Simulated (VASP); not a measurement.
VASP input:

INCAR:
```
# general
SYSTEM  = BaTe
PREC    = Accurate
ENCUT   = 500
LREAL   = .FALSE.   # projection in real space or not
LASPH   = .TRUE.

# electronic loop
EDIFF   = 1E-6
NELM    = 100   # most electronic steps
ALGO    = Normal   # blocked Davidson
LMAXMIX = 4

# smearing
ISMEAR  = 1
SIGMA   = 0.1

# functional
GGA     = PS   # PBEsol

# ions
IBRION  = 2
NSW     = 40
ISIF    = 3   # ions, shape and volume
EDIFFG  = -0.02
PSTRESS = 300

# output
LWAVE   = .FALSE.
LCHARG  = .FALSE.
```

### POSCAR
```
BaTe
1.0
  3.6946540985   0.0000000000   0.0000000000
  0.0000000000   3.6946540985   0.0000000000
  0.0000000000   0.0000000000   3.6946540985
Ba Te
1 1
Cart
  0.0000000000   0.0000000000   0.0000000000
  1.8473270493   1.8473270493   1.8473270493
```

File KPOINTS:
```
Regular mesh
0
G
  10 10 10
0 0 0
```

POTCAR, in this order: Ba_sv Te (PBE.64 set). Program: vasp_std.

### Question
Translate this PBEsol calculation to Ansatz.

### Answer
One equivalent input (not run):
Ansatz 0.2 input:
```yaml
crystal:
  lattice:
    - [3.6946541, 0.0000000, 0.0000000]
    - [0.0000000, 3.6946541, 0.0000000]
    - [0.0000000, 0.0000000, 3.6946541]
  atoms:
    - { symbol: Ba, position: [0.0000000, 0.0000000, 0.0000000] }
    - { symbol: Te, position: [0.5000000, 0.5000000, 0.5000000] }
kpoints:
  mp_grid: { grid: [10, 10, 10] }
hamiltonian:
  xc: pbesol
  pseudopotentials: { kind: paw }
scf:
  occupations: { method: methfessel_paxton, width: 0.1 }
  max_iter: 100
relax:
  max_steps: 40
  f_tol: 0.02
  cell: { p_target: 30 }
output: { forces: true, stress: true, eigenvalues: true }
```
The two are equivalent in intent, not identical: each code has its own PAW files, so the cut-off isn't converted (ENCUT is set for VASP's; basis.ecutwfc is left out, and Ansatz then takes the one that its files recommend); Ansatz stops its SCF on the density residual and VASP on the energy change (EDIFF).

The structure was generated: BaTe was put into the CsCl type type (Pm-3m), which need not be its known phase. It was relaxed first under an external pressure of 30 GPa.
